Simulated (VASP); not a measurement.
ZrC:

```
Zr C
1.0
     0.00000    2.35021    2.35021
     2.35021    0.00000    2.35021
     2.35021    2.35021    0.00000
Zr C
1 1
Direct
  0.50000 0.50000 0.50000
  0.00000 0.00000 0.00000
```

| Item | Value |
| --- | --- |
| Program | VASP 6.6.1 |
| Task | relaxation of cell and atoms |
| Functional | PBEsol |
| Potentials or basis | VASP PAW PBE potentials, release 64 (Zr_sv, C_s) |
| Cutoff | 480 eV |
| k mesh | 16 × 16 × 16 |
| Occupations | gaussian, width 0.1 eV |
| Spin | no spin polarisation |

At the start: pressure -4.3 GPa; volume 12.98 Å³/atom.

Question: How do energy, volume and symmetry change on relaxing?

Answer: Over 3 steps the energy falls by 3.3 meV/atom and the volume is 12.74 Å³/atom (-1.9 %); space group Fm-3m (No. 225, to 0.05 Å).

Step by step:
```csv
step,energy change (eV),largest force (eV/Å),pressure (GPa),volume (Å³)
1,0.0000,0.0000,-4.27,25.96
2,0.0126,0.0000,7.95,24.68
3,-0.0066,0.0000,-0.04,25.48
```

Final structure:
```cif
data_structure
_symmetry_space_group_name_H-M 'P 1'
_symmetry_Int_Tables_number 1
_cell_length_a 3.3031
_cell_length_b 3.3031
_cell_length_c 3.3031
_cell_angle_alpha 60.000
_cell_angle_beta 60.000
_cell_angle_gamma 60.000
_cell_volume 25.48
loop_
_atom_site_label
_atom_site_type_symbol
_atom_site_fract_x
_atom_site_fract_y
_atom_site_fract_z
_atom_site_occupancy
Zr1 Zr 0.50000 0.50000 0.50000 1
C1 C 0.00000 0.00000 0.00000 1
```

Caveat: the PAW data sets were made with another functional, which shifts forces and pressure a little.
